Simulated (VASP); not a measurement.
OSZICAR of a VASP run on Zr (hcp):

### OSZICAR
```
       N       E                     dE             d eps       ncg     rms          rms(c)
DAV:   1     0.214122097166E+03    0.21412E+03   -0.13478E+04  2688   0.144E+03
DAV:   2    -0.329666747287E+01   -0.21742E+03   -0.21548E+03  3352   0.412E+02
DAV:   3    -0.174993015412E+02   -0.14203E+02   -0.14097E+02  5168   0.776E+01
DAV:   4    -0.177480556707E+02   -0.24875E+00   -0.24866E+00  2888   0.117E+01
DAV:   5    -0.177554137076E+02   -0.73580E-02   -0.73578E-02  4352   0.131E+00    0.142E+01
DAV:   6    -0.171515479902E+02    0.60387E+00   -0.96767E-01  2792   0.869E+00    0.557E+00
DAV:   7    -0.170335240788E+02    0.11802E+00   -0.63150E-01  3872   0.611E+00    0.113E+00
DAV:   8    -0.170393715419E+02   -0.58475E-02   -0.39839E-02  3480   0.168E+00    0.293E-01
DAV:   9    -0.170396134923E+02   -0.24195E-03   -0.19357E-03  3320   0.472E-01    0.372E-02
DAV:  10    -0.170395660340E+02    0.47458E-04   -0.52614E-05  3992   0.482E-02    0.241E-02
DAV:  11    -0.170395665472E+02   -0.51311E-06   -0.11389E-05  2944   0.434E-02    0.403E-03
DAV:  12    -0.170395664717E+02    0.75420E-07   -0.33966E-07  2048   0.473E-03
   1 F= -.15579357E+02 E0= -.15579425E+02  d E =-.155794E+02
       N       E                     dE             d eps       ncg     rms          rms(c)
DAV:   1    -0.192662324630E+02   -0.22267E+01   -0.78523E+01  3272   0.924E+01    0.169E+01
DAV:   2    -0.171353208232E+02    0.21309E+01   -0.58410E+00  2816   0.236E+01    0.466E+00
DAV:   3    -0.167616436004E+02    0.37368E+00   -0.25463E+00  3920   0.121E+01    0.317E+00
DAV:   4    -0.168299967574E+02   -0.68353E-01   -0.19602E-01  3576   0.203E+00    0.124E+00
DAV:   5    -0.168757557565E+02   -0.45759E-01   -0.17964E-01  4008   0.240E+00    0.427E-01
DAV:   6    -0.168748328168E+02    0.92294E-03   -0.64417E-03  4056   0.648E-01    0.157E-01
DAV:   7    -0.168749791501E+02   -0.14633E-03   -0.50607E-04  3664   0.225E-01    0.146E-02
DAV:   8    -0.168749748692E+02    0.42810E-05   -0.79219E-06  3448   0.271E-02    0.610E-03
DAV:   9    -0.168749831187E+02   -0.82495E-05   -0.57361E-06  2896   0.173E-02    0.108E-03
DAV:  10    -0.168749830338E+02    0.84952E-07   -0.30750E-07  1624   0.587E-03
   2 F= -.15563863E+02 E0= -.15563728E+02  d E =0.154938E-01
       N       E                     dE             d eps       ncg     rms          rms(c)
DAV:   1    -0.176149928138E+02   -0.74001E+00   -0.22166E+01  2968   0.509E+01    0.769E+00
DAV:   2    -0.171232263351E+02    0.49177E+00   -0.22758E+00  3312   0.139E+01    0.291E+00
DAV:   3    -0.169735705194E+02    0.14966E+00   -0.76109E-01  3944   0.691E+00    0.144E+00
DAV:   4    -0.169916480699E+02   -0.18078E-01   -0.72590E-02  3304   0.137E+00    0.611E-01
DAV:   5    -0.170059518586E+02   -0.14304E-01   -0.42772E-02  4048   0.119E+00    0.319E-01
DAV:   6    -0.170064435399E+02   -0.49168E-03   -0.20995E-03  3160   0.362E-01    0.752E-02
DAV:   7    -0.170065021876E+02   -0.58648E-04   -0.91884E-05  3528   0.816E-02    0.323E-02
DAV:   8    -0.170065090070E+02   -0.68193E-05   -0.23618E-05  3304   0.539E-02    0.832E-03
DAV:   9    -0.170065092017E+02   -0.19475E-06   -0.10155E-06  1968   0.821E-03
   3 F= -.15615898E+02 E0= -.15615712E+02  d E =-.365410E-01
```

**Question.** Which electronic solver shows in the log?

**Answer.** It is blocked Davidson (ALGO = Normal, or the opening steps of other solvers). The INCAR had ALGO = Normal.

**Question.** Can the final energy be trusted as converged?

**Answer.** Self-consistency was reached. It stopped with EDIFF = 1E-6, NELM = 100, NSW = 40 and EDIFFG = -0.02 after 3 ionic steps (PBE GGA, plane waves, VASP's PBE PAW potentials (set 64)). Energy and stress use the plane-wave basis of the starting cell.

The compound is Zr in the hcp structure. This run relaxes it under an external pressure of 5 GPa. Symmetry was kept, so distortions that lower it aren't found.
